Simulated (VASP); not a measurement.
Energy against volume of MoSi₂ (MoSi2 type). All values below come from PBE GGA, VASP's PBE PAW potentials (set 64) (plane waves; VASP). Numerical set-up: 520 eV cut-off, 13×13×13 Γ-centred mesh, first-order Methfessel-Paxton smearing of 0.10 eV, potentials Si Mo_sv.

Shape and ions are relaxed at each volume.

```csv
V (Å³/atom),E (eV/atom)
12.777,-7.71902
13.185,-7.74558
13.593,-7.75375
14.000,-7.74632
```

### Question
Fit these four points and predict the energy of the run at 14.408 Å³/atom.

### Answer
A cubic in V^(−2/3), the third-order Birch-Murnaghan form, passes through the four points with V0 = 13.59 Å³/atom and B0 = 204 GPa, and gives -7.7256 eV/atom there. The run gave -7.7257 eV/atom, -0.1 meV/atom from the fit; all five points give B0 = 204 GPa.

The compound is MoSi2 in the MoSi2 type structure. It was relaxed first.
